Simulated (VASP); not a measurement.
A convergence study with VASP on TiC: one setting is varied, all else stays as given below, so the limit is that of these other settings.

```yaml
crystal:
  lattice:
    - [3.05259, 0.00000, 0.00000]
    - [-3.05259, 3.05259, 0.00000]
    - [0.00000, 0.00000, 20.47550]
  atoms:
    - { symbol: C, position: [0.00000, 0.00000, 0.34187] }
    - { symbol: C, position: [0.00000, 0.50000, 0.44729] }
    - { symbol: C, position: [0.00000, 0.00000, 0.55271] }
    - { symbol: C, position: [0.00000, 0.50000, 0.65813] }
    - { symbol: Ti, position: [0.00000, 0.00000, 0.44729] }
    - { symbol: Ti, position: [0.00000, 0.50000, 0.34187] }
    - { symbol: Ti, position: [0.00000, 0.00000, 0.65813] }
    - { symbol: Ti, position: [0.00000, 0.50000, 0.55271] }
```

Method: PBE GGA, VASP's PBE PAW potentials (set 64) (plane waves; VASP). The tightest run used: 400 eV cut-off, 33×33×1 Γ-centred mesh, Fermi-Dirac smearing of 0.10 eV, potentials C Ti_sv.

The settings run are 3×3×1 mesh; 4×4×1 mesh; 5×5×1 mesh; 6×6×1 mesh; 7×7×1 mesh; 8×8×1 mesh; 9×9×1 mesh; 11×11×1 mesh; 13×13×1 mesh; 15×15×1 mesh; 18×18×1 mesh; 21×21×1 mesh; 24×24×1 mesh; 28×28×1 mesh; 33×33×1 mesh. From which on does the largest force stay within 0.01 eV/Å of the tightest run?

From 9×9×1 mesh on: it is off by 0.007 there and by no more than 0.01 in any finer run, while 8×8×1 mesh is off by 0.013.
| setting | E (eV/atom) | largest force (eV/Å) | irreducible k-points | difference judged (eV/Å) |
|---|---|---|---|---|
| 3×3×1 mesh | -9.0654 | 1.364 | 3 | 0.039 |
| 4×4×1 mesh | -9.0892 | 1.405 | 6 | 0.079 |
| 5×5×1 mesh | -9.0987 | 1.342 | 6 | 0.016 |
| 6×6×1 mesh | -9.0963 | 1.373 | 10 | 0.047 |
| 7×7×1 mesh | -9.0957 | 1.312 | 10 | 0.014 |
| 8×8×1 mesh | -9.0963 | 1.339 | 15 | 0.013 |
| 9×9×1 mesh | -9.0967 | 1.318 | 15 | 0.007 |
| 11×11×1 mesh | -9.0967 | 1.322 | 21 | 0.004 |
| 13×13×1 mesh | -9.0963 | 1.326 | 28 | 0.001 |
| 15×15×1 mesh | -9.0964 | 1.327 | 36 | 0.002 |
| 18×18×1 mesh | -9.0966 | 1.326 | 55 | 0.000 |
| 21×21×1 mesh | -9.0965 | 1.325 | 66 | 0.000 |
| 24×24×1 mesh | -9.0965 | 1.326 | 91 | 0.000 |
| 28×28×1 mesh | -9.0965 | 1.326 | 120 | 0.000 |
| 33×33×1 mesh | -9.0965 | 1.326 | 153 | 0.000 |

Left out are rungs that failed or repeat a setting and relaxations that didn't move; long series are thinned to 24 rows.

The cell is a sheet or thin cut with vacuum, built from a generated structure.
